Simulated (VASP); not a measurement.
Given:

```xyz
4
Lattice="2.5016 0.0000 0.0000 -1.2508 2.1665 0.0000 0.0000 0.0000 7.3693" Properties=species:S:1:pos:R:3 pbc="T T T"
B      1.2508     0.7222     5.5270
B      0.0000     1.4443     1.8423
N      0.0000     0.0000     5.5270
N      0.0000     0.0000     1.8423
```

All values below come from PBE GGA, VASP's PBE PAW potentials (set 64) (plane waves; VASP 6.6.1). Numerical set-up: PREC = Normal, 500 eV cut-off, 6×6×2 Γ-centred mesh, Gaussian smearing of 0.010 eV, potentials B_GW N_GW_new.

Task: Give the stress tensor in GPa (positive for a compressed cell).

Result: 
```
3.32  0.00  0.00
0.00  3.32  0.00
0.00  0.00  1.36
```
The pressure is its mean diagonal, 2.66 GPa.

The structure comes from a computed database's BN entry (P6_3/mmc); how it stands against other phases isn't given here. The cell was not relaxed at this level. The k-mesh is coarse (spacing up to 0.48 per Å, 2π included), so the numbers may not be converged in it.
